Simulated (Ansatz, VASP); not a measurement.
# Cross-check of Ge (Germanium) between VASP and Ansatz

Aim: how closely do two programs agree when they are given the same cell, functional and k mesh? The cell is taken from a series of runs on this material, whose earlier steps may have relaxed, scaled, displaced or heated it; both programs get it as it stands.

Program: Ansatz 0.2.0. Level of theory: plane waves, with VASP 6.6.1 beside it; zone-centre phonons at LDA. Results are calculated unless marked as measured.

### Step 1. Set-up

Symmetry: Imma, No. 74, orthorhombic system. The conventional cell has a = 3.972 Å, b = 4.134 Å, c = 5.536 Å, α = 90.00°, β = 90.00°, γ = 90.00°. Nearest to Ge lie 4 Ge at 2.44 to 2.47 Å.

### Step 2. VASP: zone-centre phonons, LDA

Second derivatives magnify differences that forces hide, and they need a tight electronic threshold.

Lines of VASP's logs that name or quote its potential files are left out, and so is its time.

The input, INCAR:

```
SYSTEM = Ge
PREC = Accurate
ENCUT = 500
EDIFF = 1E-08
NELM = 120
ISMEAR = 1
SIGMA = 0.2
LREAL = .FALSE.
ALGO = Normal
GGA = CA
NBANDS = 20
LORBIT = 11
LWAVE = .FALSE.
LCHARG = .FALSE.
ISIF = 2
IBRION = 8
LASPH = .TRUE.
GGA_COMPAT = .FALSE.
KPAR = 2
```

The input, POSCAR:

```
Ge
1.0
    0.0573755717      2.8657641738      2.7679242209
    2.8657641738      0.0573755717      2.7679242209
    2.9231397453      2.9231397453     -0.0000000002
Ge
2
Direct
    0.5027415469      0.5027415469      0.4972584531
    0.7472584531      0.7472584531      0.7527415469
```

The input, KPOINTS:

```
Automatic mesh
0
Gamma
16 16 16
0 0 0
```

PAW data sets: Ge_d (LDA family, release 64).

Started as:

```sh
$ mpirun -np 2 vasp_std
```

Numbers of over 12 decimals in the logs are rounded to 6 here.

Log:

```text
[banner, memory and clock lines left out]
running    2 mpi-ranks, on    1 nodes
 distrk:  each k-point on    1 cores,    2 groups
 distr:  one band on    1 cores,    1 groups

 POSCAR found type information on POSCAR Ge
 POSCAR found :  1 types and       2 ions
 LDA part: xc-table for (Slater(with rela. corr.)+CA(PZ))
 , standard interpolation
 POSCAR, INCAR and KPOINTS ok, starting setup
 FFT: planning ... GRIDC
 FFT: planning ... GRID_SOFT
 FFT: planning ... GRID
 WAVECAR not read
 entering main loop
       N       E                     dE             d eps       ncg     rms          rms(c)
DAV:   1     0.182983047111E+03    0.18298E+03   -0.14715E+04 26660   0.369E+03
DAV:   2     0.150832174277E+02   -0.16790E+03   -0.16330E+03 24896   0.583E+02
DAV:   3    -0.973501855715E+01   -0.24818E+02   -0.24652E+02 28016   0.144E+02
DAV:   4    -0.105267583932E+02   -0.79174E+00   -0.79119E+00 27924   0.302E+01
DAV:   5    -0.105396586268E+02   -0.12900E-01   -0.12900E-01 27776   0.419E+00    0.325E+00
DAV:   6    -0.104241610596E+02    0.11550E+00   -0.38418E-02 27552   0.174E+00    0.186E+00
DAV:   7    -0.103664491938E+02    0.57712E-01   -0.77029E-02 26492   0.212E+00    0.142E-01
DAV:   8    -0.103670986103E+02   -0.64942E-03   -0.61081E-03 28156   0.921E-01    0.486E-02
DAV:   9    -0.103671276676E+02   -0.29057E-04   -0.13177E-04 29400   0.135E-01    0.184E-02
DAV:  10    -0.103671268900E+02    0.77765E-06   -0.13287E-05 33836   0.490E-02    0.449E-03
DAV:  11    -0.103671267284E+02    0.16160E-06   -0.17318E-06 26900   0.100E-02    0.109E-03
DAV:  12    -0.103671267157E+02    0.12640E-07   -0.18596E-07 29036   0.335E-03    0.572E-04
DAV:  13    -0.103671267135E+02    0.22019E-08   -0.94079E-09 17736   0.138E-03
   1 F= -.10367127E+02 E0= -.10367244E+02  d E =0.353056E-03
 Linear response reoptimize wavefunctions to high precision
DAV:   1    -0.103671267139E+02   -0.35652E-09   -0.29394E-09 21476   0.613E-04
DAV:   2    -0.103671267139E+02   -0.18190E-10   -0.23418E-10 14476   0.181E-04
 Linear response DOF=           2
 Linear response progress:
  Degree of freedom:   1/  2
       N       E                     dE             d eps       ncg     rms          rms(c)
RMM:   1    -0.188343002057E+00   -0.18834E+00    0.83694E+00100781   0.445E+01
RMM:   2    -0.195796167801E+00   -0.74532E-02   -0.13078E-02132284   0.108E+00    0.747E-02
RMM:   3    -0.195857279736E+00   -0.61112E-04   -0.95947E-04140774   0.322E-01    0.429E-02
RMM:   4    -0.195804809631E+00    0.52470E-04   -0.62277E-05149899   0.819E-02    0.459E-03
RMM:   5    -0.195810223202E+00   -0.54136E-05   -0.42325E-06145169   0.193E-02    0.231E-03
RMM:   6    -0.195820132241E+00   -0.99090E-05   -0.26988E-07146595   0.522E-03    0.301E-04
RMM:   7    -0.195819392045E+00    0.74020E-06   -0.50602E-08151767   0.176E-03    0.190E-04
RMM:   8    -0.195818832329E+00    0.55972E-06    0.74706E-10153570   0.627E-04    0.402E-05
RMM:   9    -0.195818695488E+00    0.13684E-06   -0.10152E-08155871   0.283E-04    0.170E-05
RMM:  10    -0.195818818119E+00   -0.12263E-06   -0.26748E-08156045   0.137E-04    0.605E-06
RMM:  11    -0.195818838534E+00   -0.20415E-07   -0.44446E-09159707   0.790E-05    0.309E-06
RMM:  12    -0.195818861854E+00   -0.23320E-07   -0.33545E-08173742   0.530E-05    0.147E-06
RMM:  13    -0.195818875057E+00   -0.13203E-07   -0.37454E-09203689   0.411E-05    0.138E-07
RMM:  14    -0.195818873358E+00    0.16988E-08   -0.55139E-09200895   0.351E-05    0.281E-07
 first order change of Fermi-energy   0.62488E-03
 force on displaced ion       1 direction 1 : -10.505   0.412  -0.000
 Linear response progress:
  Degree of freedom:   2/  2
       N       E                     dE             d eps       ncg     rms          rms(c)
RMM:   1    -0.188005382191E+00   -0.18801E+00    0.85482E+00 30267   0.449E+01
RMM:   2    -0.195504565538E+00   -0.74992E-02   -0.13676E-02 40530   0.109E+00    0.721E-02
RMM:   3    -0.195545201975E+00   -0.40636E-04   -0.90444E-04 42602   0.309E-01    0.414E-02
RMM:   4    -0.195484298553E+00    0.60903E-04   -0.63220E-05 45526   0.813E-02    0.488E-03
RMM:   5    -0.195490220235E+00   -0.59217E-05   -0.38721E-06 43654   0.189E-02    0.223E-03
RMM:   6    -0.195499369106E+00   -0.91489E-05   -0.24664E-07 44455   0.533E-03    0.406E-04
RMM:   7    -0.195499539494E+00   -0.17039E-06   -0.24601E-08 45719   0.165E-03    0.204E-04
RMM:   8    -0.195499265491E+00    0.27400E-06   -0.13214E-10 45844   0.589E-04    0.409E-05
RMM:   9    -0.195499092019E+00    0.17347E-06    0.17006E-09 41345   0.277E-04    0.142E-05
RMM:  10    -0.195499156130E+00   -0.64111E-07   -0.87127E-09 45679   0.136E-04    0.656E-06
RMM:  11    -0.195499173095E+00   -0.16965E-07   -0.14052E-08 47093   0.716E-05    0.336E-06
RMM:  12    -0.195499201688E+00   -0.28593E-07   -0.52271E-09 47548   0.463E-05    0.968E-07
RMM:  13    -0.195499204589E+00   -0.29003E-08    0.23939E-10 41173   0.349E-05    0.448E-07
 first order change of Fermi-energy   0.10904E+01
 force on displaced ion       1 direction 3 :  -0.000  -0.000 -10.619
 Linear response finished
```

From OUTCAR (step 2):

```text
ion  position               nearest neighbor table
   1  0.503  0.503  0.497-   2 2.44   2 2.44   2 2.47   2 2.47
   2  0.747  0.747  0.753-   1 2.44   1 2.44   1 2.47   1 2.47

  LATTYP: Found a body centered orthorhombic cell.
 ALAT       =     3.9716612495
 B/A-ratio  =     1.0408601371
 C/A-ratio  =     1.3938370103

 Subroutine GETGRP returns: Found  8 space group operations
 (whereof  4 operations were pure point group operations)

The static configuration has the point symmetry C_2v.
 The point group associated with its full space group is D_2h.

 Found    621 irreducible k-points:

   k-points           NKPTS =    621   k-points in BZ     NKDIM =    621   number of bands    NBANDS=     20

   dimension x,y,z NGX =    30 NGY =   30 NGZ =   30
   dimension x,y,z NGXF=    60 NGYF=   60 NGZF=   60

   ENCUT  =  500.0 eV  36.75 Ry    6.06 a.u.   7.26  7.26  7.54*2*pi/ulx,y,z

   NELECT =      28.0000    total number of electrons

 k-points in reciprocal lattice and weights: Automatic mesh
   0.00000000  0.00000000  0.00000000       0.000
   0.06250000  0.00000000  0.00000000       0.001
   0.12500000  0.00000000  0.00000000       0.001
   0.18750000  0.00000000  0.00000000       0.001
   0.25000000  0.00000000  0.00000000       0.001
   0.31250000  0.00000000  0.00000000       0.001
   0.37500000  0.00000000  0.00000000       0.001
   0.43750000  0.00000000  0.00000000       0.001
   0.50000000  0.00000000  0.00000000       0.000
[...]
0.25000000  0.25000000  0.50000000       0.000
  -0.25000000  0.25000000  0.50000000       0.000

 average (electrostatic) potential at core
       1 -75.4413       2 -75.4413

  Total       -0.6225526     -0.6225526      0.0194452     -0.6453202      0.0000000      0.0000000
  in kB      -21.9480355    -21.9480355      0.6855377    -22.7507064      0.0000000      0.0000000
  external PRESSURE =     -14.4035111 kB  Pullay stress =       0.0000000 kB

  energy-cutoff  :      500.00
  volume of cell :       45.45
      direct lattice vectors                 reciprocal lattice vectors
     0.057375572  2.865764174  2.767924221    -0.178038039  0.178038039  0.180640784
     2.865764174  0.057375572  2.767924221     0.178038039 -0.178038039  0.180640784
     2.923139745  2.923139745 -0.000000000     0.171048955  0.171048955 -0.180640784

 POSITION                                       TOTAL-FORCE (eV/Angst)
 -----------------------------------------------------------------------------------
      2.92314      2.92314      2.78310         0.000000      0.000000      0.002777
      4.38471      4.38471      4.13671        -0.000000     -0.000000     -0.002777
 -----------------------------------------------------------------------------------
    total drift:                                0.000000      0.000000     -0.000000

 Eigenvectors and eigenvalues of the dynamical matrix
 ----------------------------------------------------

   1 f  =    8.572730 THz    53.864049 2PiTHz  285.955479 cm-1    35.453945 meV
             X         Y         Z           dx          dy          dz
      2.923140  2.923140  2.783101    -0.500000    0.500000    0.000000
      4.384710  4.384710  4.136710     0.500000   -0.500000   -0.000000

   2 f  =    8.454769 THz    53.122878 2PiTHz  282.020726 cm-1    34.966098 meV
             X         Y         Z           dx          dy          dz
      2.923140  2.923140  2.783101     0.000000    0.000000    0.707107
      4.384710  4.384710  4.136710    -0.000000   -0.000000   -0.707107

   3 f  =    8.242930 THz    51.791857 2PiTHz  274.954550 cm-1    34.090004 meV
             X         Y         Z           dx          dy          dz
      2.923140  2.923140  2.783101     0.500000    0.500000   -0.000000
      4.384710  4.384710  4.136710    -0.500000   -0.500000    0.000000

   4 f  =    0.000000 THz     0.000000 2PiTHz    0.000001 cm-1     0.000000 meV
             X         Y         Z           dx          dy          dz
      2.923140  2.923140  2.783101     0.276982   -0.258333    0.597114
      4.384710  4.384710  4.136710     0.276982   -0.258333    0.597114

   5 f/i=    0.000000 THz     0.000000 2PiTHz    0.000001 cm-1     0.000000 meV
             X         Y         Z           dx          dy          dz
      2.923140  2.923140  2.783101    -0.646693   -0.038297    0.283411
      4.384710  4.384710  4.136710    -0.646693   -0.038297    0.283411

   6 f/i=    0.000000 THz     0.000001 2PiTHz    0.000004 cm-1     0.000000 meV
             X         Y         Z           dx          dy          dz
      2.923140  2.923140  2.783101    -0.071201   -0.657113   -0.251263
      4.384710  4.384710  4.136710    -0.071201   -0.657113   -0.251263

 ELASTIC MODULI CONTR FROM IONIC RELAXATION (kBar)
 Direction    XX          YY          ZZ          XY          YZ          ZX
 --------------------------------------------------------------------------------
 XX          -1.0245     -1.0245     -2.0320     14.4838      0.0000     -0.0000
 YY          -1.0245     -1.0245     -2.0320     14.4838     -0.0000      0.0000
 ZZ          -2.0320     -2.0320     -4.0305     28.7287      0.0000      0.0000
 XY          14.4838     14.4838     28.7287   -204.7709      0.0000      0.0000
 YZ           0.0000     -0.0000      0.0000      0.0000   -199.7886     44.6249
 ZX          -0.0000      0.0000      0.0000      0.0000     44.6249   -179.5111
 --------------------------------------------------------------------------------
```

Energies printed during the response cycles are not total energies of the cell.

### Step 3. Ansatz: zone-centre phonons, LDA

Ansatz runs on its PAW soft_1 files.

The same cell, functional (in two slightly different forms), mesh and smearing now go to Ansatz, which takes its cutoff from its data sets.

The input, input.yaml:

```yaml
crystal:
  lattice:
    - [0.0573755717, 2.8657641738, 2.7679242209]
    - [2.8657641738, 0.0573755717, 2.7679242209]
    - [2.9231397453, 2.9231397453, -2.0e-10]
  atoms:
    - { symbol: Ge, position: [0.5027415469, 0.5027415469, 0.4972584531] }
    - { symbol: Ge, position: [0.7472584531, 0.7472584531, 0.7527415469] }
kpoints:
  mp_grid: { grid: [16, 16, 16] }
hamiltonian:
  xc: lda
  pseudopotentials: { kind: paw, azcp: { folder: soft_1 }, xc_functional: pbe }
scf:
  occupations: { method: methfessel_paxton, width: 0.2 }
output:
  eigenvalues: true
phonons:
  method: dfpt
```

Started as:

```sh
$ ansatz run input.yaml --threads 4 --pin off --max-ram 10240MiB --backend cpu --events-out ev --progress --plain --runs-dir out
```

Log:

```text
zone centre: on kpoints.mp_grid the ground state, and the responses unless they are solved on pairs of k-points, stand on 1098 of the mesh's 4096 k-points, reduced under 2 symmetry operations, with k and −k counted as one. Each operation leaves every solved displacement unchanged or reverses it
Engine: ansatz 0.2.0, aarch64-unknown-linux-gnu
Pseudopotentials: kind: paw
Pseudopotential: Ge, paw, valence charge 14, recommended cutoff 420 eV (normal), soft_1/Ge.paw.azcp
Functional definition: SPW92
  exchange = slater_x
  correlation = pw_c
Crystal: 2 atoms, lattice volume = 45.446 Å³
Basis set: ecut = 420 eV, 897 PW (Γ), exchange–correlation on 64×64×64 points (8 copies of the dense FFT grid, shifted against one another)
Bands: 18, of which v1, the nominal top of the filled ones, is band 14 counted from 1 (13 counted from 0)
Symmetry: 8 space group operations
k-points: 1098 of 4096 (irreducible under 2 space group operations, time reversal used)
Non-local potential: Ge, projectors of the file, l = 0: 2, l = 1: 2, l = 2: 3, l = 3: 1
PAW form: soft (Blöchl's): semilocal exchange-correlation on the pseudo side does not see the compensation charge
PAW frozen core: Ge, regenerated for the run's functional, and the local potential with it (the file was generated under x = pbe(κ = 0.804, μ = 0.219515), c = pbe(β = 0.066725))
PAW one-centre angular grid: Ge, 590 points (default); XC on 64 Gauss nodes
Initial density: superposition of atomic densities (chi_scale 0.1, normalization cell)
Initial wavefunctions: pseudopotential atomic-orbital guess
Functional: x = slater, c = lda
SCF iter   1: F=—  HF=-8431.560769 eV  |F-HF|=—  |Δ(HF+E_count)|=         —  Δρ=3.43e-2  dr2=4.92e-1  ethr=3.10e-3  ⟨swp⟩=5.1  Hψ=89486  notcnv=0
preconditioner: auto → Kerker (q_TF=auto, 2.517 Å⁻¹)  [metal: Δε(μ)=0.016 eV  Ē_g=23.377 eV  σ=0.200 eV  W_gap=0.07  n_scr=14 (ndim 8)  ℏωp=29.1 eV  f_vac=0.000  D(μ)=0.06/eV (n_scr^D=0)]
SCF iter   2: F=—  HF=-8431.499875 eV  |F-HF|=—  |Δ(HF+E_count)|=   6.09e-2  S|Δr|=    0.00e0  Δρ=2.24e-2  dr2=2.45e-1  ethr=1.76e-3  ⟨swp⟩=1.0  Hψ=28549  notcnv=0
SCF iter   3: F=—  HF=-8431.430519 eV  |F-HF|=—  |Δ(HF+E_count)|=   6.94e-2  S|Δr|=    0.00e0  Δρ=3.79e-3  dr2=1.14e-2  ethr=8.75e-4  ⟨swp⟩=2.0  Hψ=28078  notcnv=0
SCF iter   4: F=—  HF=-8431.429345 eV  |F-HF|=—  |Δ(HF+E_count)|=   1.17e-3  S|Δr|=    0.00e0  Δρ=2.26e-3  dr2=3.36e-3  ethr=4.09e-5  ⟨swp⟩=2.0  Hψ=30939  notcnv=0
SCF iter   5: F=—  HF=-8431.429006 eV  |F-HF|=—  |Δ(HF+E_count)|=   3.39e-4  S|Δr|=    0.00e0  Δρ=6.71e-4  dr2=1.29e-4  ethr=1.20e-5  ⟨swp⟩=2.0  Hψ=35138  notcnv=0
SCF iter   6: F=—  HF=-8431.428967 eV  |F-HF|=—  |Δ(HF+E_count)|=   3.84e-5  S|Δr|=    0.00e0  Δρ=1.20e-4  dr2=4.33e-6  ethr=4.61e-7  ⟨swp⟩=2.0  Hψ=34723  notcnv=0
SCF iter   7: F=—  HF=-8431.428973 eV  |F-HF|=—  |Δ(HF+E_count)|=   5.85e-6  S|Δr|=    0.00e0  Δρ=3.13e-5  dr2=3.87e-7  ethr=1.55e-8  ⟨swp⟩=2.0  Hψ=34724  notcnv=0
SCF iter   8: F=—  HF=-8431.428974 eV  |F-HF|=—  |Δ(HF+E_count)|=   4.78e-7  S|Δr|=    0.00e0  Δρ=7.16e-6  dr2=3.23e-8  ethr=1.38e-9  ⟨swp⟩=2.0  Hψ=34671  notcnv=0
SCF iter   9: F=—  HF=-8431.428974 eV  |F-HF|=—  |Δ(HF+E_count)|=   1.67e-8  S|Δr|=    0.00e0  Δρ=2.08e-6  dr2=3.73e-9  ethr=1.15e-10  ⟨swp⟩=2.0  Hψ=22332  notcnv=0
SCF iter  10: F=—  HF=-8431.428974 eV  |F-HF|=—  |Δ(HF+E_count)|=  1.42e-10  S|Δr|=    0.00e0  Δρ=4.38e-7  dr2=1.26e-10  ethr=1.33e-11  ⟨swp⟩=2.0  Hψ=23708  notcnv=0
SCF iter  11: F=-8431.428974 eV  HF=-8431.428974 eV  |F-HF|=5.46e-12  |Δ(HF+E_count)|=  4.55e-11  S|Δr|=    0.00e0  Δρ=1.32e-7  dr2=5.49e-12  ethr=1.00e-12  ⟨swp⟩=4.4  Hψ=91379  notcnv=0
SCF 1 converged in 11 iterations: F = -8431.428974 eV  dr2 = 5.49e-12
  greatest PAW one-centre occupation: 0.998 electrons in one spin orbital (limit 2), on the Ge atom at site 1 (counted from 0), in its partial waves of l = 2
DFPT response loops at Γ: preconditioner auto → Kerker (q_TF=auto, 2.517 Å⁻¹) (partly filled bands, converged f_vac=0.061); β = 1.00, the filter's whole step (`scf.mixing.beta` (0.50) is not read by the response loops under this deck's `scf.mixing.preconditioner`; to damp them name `kerker` or `kerker_dos`, under which they read `scf.mixing.beta`, and type it under 1.00, their step now; both keys bind the ground state too); Broyden in place of MSR1
SCF converged after 11 iterations
Stability not checked: this state was not tested for a lower state beside it, because cold or Methfessel-Paxton smearing, or corrected tetrahedra, fill the levels in a way that the test cannot read (fill_not_monotonic; see scf.lower_state_search)
Free energy (F): -8431.428974 eV
Harris-Foulkes:  -8431.428974 eV  (|F-HF|=5.46e-12)
Internal energy: -8431.429353 eV  (E = F + TS)
E sigma→0 (E₀):  -8431.429069 eV
Entropy (-TS):   0.000380 eV (0.190 meV/atom)
Fermi energy:    8.175935 eV
--- Per-component energies (eV) ---
  E_band       = -312.422159
  E_kinetic    = 186.494440
  E_local      = -4515.444296  (includes V_loc(G=0)·N_el)
  E_nonlocal   = 441.686223
  E_hartree    = 2148.149180
  E_xc         = -142.887034
  E_vxc        = -131.321035  (∫ρ·V_xc dr)
  E_paw        = -3868.764204  (= ΣΔE_a)
  E_vpaw       = -590.135838  (= ΣTr[D̂ρ^β])
  E_aug_tail   = 0.000033  (compensation charges beyond the density's cutoff)
  E_ewald      = -2684.480349
  E_core_change = 3.816653  (= ΣΔE_core)
  E_smearing   = 0.000380  (= −TS)
  E_closure    = 0.000000  (closes the sum)
  Σ components = -8431.428974   (vs F -8431.428974, Δ=0.00e0)
--- Band table (eV; the first three rows and the last of 1098) ---
  k-point 0: bands = [... 10 lower, -4.6029, 7.8962, 7.9521, 8.2518, 8.3342, 10.5850, 10.6615, 10.9647]
  k-point 1: bands = [... 10 lower, -4.5569, 6.8205, 8.1284, 8.1546, 8.8644, 10.7166, 10.8372, 11.0837]
  k-point 2: bands = [... 10 lower, -4.4197, 5.6178, 7.9170, 7.9190, 9.1629, 10.9539, 11.3687, 11.5734]
  k-point 1097: bands = [... 10 lower, -0.7427, -0.5284, 4.7448, 5.2037, 8.3721, 8.9854, 17.4366, 17.7073]
--- Phonons (Γ-DFPT): 2 representative perturbations + reference, on 1098 of 4096 k-points (Σ response iterations 6) ---
  k mesh reduced under 2 symmetry operations, with k and −k counted as one. Each operation leaves every solved displacement unchanged or reverses it
  ASR residual: 9.850e-6 → 0.000e0 eV/Å²; symmetrization residual: 9.171e-9 eV/Å²
  ASR residual per site (eV/Å²): 9.85e-6 9.85e-6
  Γ frequencies (cm⁻¹): 0.00 0.00 0.00 274.02 280.82 283.63
  non-analytic LO–TO correction: not included (Born effective charges unavailable; polar crystals: no LO–TO splitting at Γ)
```

Reading the cycles: dr2 is the Hartree energy of the density residual (eV), the measure of convergence; HF is the Harris–Foulkes estimate of the energy, which meets the free energy F at convergence.

### Step 4. Comparison

Known differences besides the potentials themselves: the two LDA forms differ slightly; the cutoff is 420 eV in Ansatz and 500 eV in VASP; VASP's log shows a relativistic correction to its local exchange, Ansatz's none. Total energies have different zeros and are not compared.

Both answers:

```
             quantity  Ansatz   VASP  difference
optical mode 1 (cm⁻¹)   274.0  275.0     -0.34 %
optical mode 2 (cm⁻¹)   280.8  282.0     -0.43 %
optical mode 3 (cm⁻¹)   283.6  286.0     -0.81 %
```

Modes are paired by rising frequency, not by their patterns, so a pair may set unlike modes beside each other; they are those without the splitting of longitudinal modes.

### Step 5. Summary of results

* r.m.s. difference of the optical zone-centre modes, each program's sorted by frequency (zone-centre phonons, LDA): 1.6 cm⁻¹
* difference in optical mode 3 (zone-centre phonons, LDA): -0.8 %

In words: The r.m.s. difference of the optical zone-centre modes, each program's sorted by frequency is 1.6 cm⁻¹ (zone-centre phonons, LDA). Among the rows given in per cent, the largest difference of the zone-centre phonons, LDA pair is in optical mode 3, -0.8 %. How closely two codes agree says nothing of how well the functional describes the real material.

[Lines on the potential files, build, host, timing and source positions are cut from VASP's logs without a mark.]

[Logs are printed without paths, hosts, clocks, repeated set-up lines and the standing remarks that a program may print on its own settings, such as how far it seeks lower states.]

[Hosts, paths, dates, database ids (printed as entryN), source tags and the programs' standing remarks are cut or masked in the printed files.]
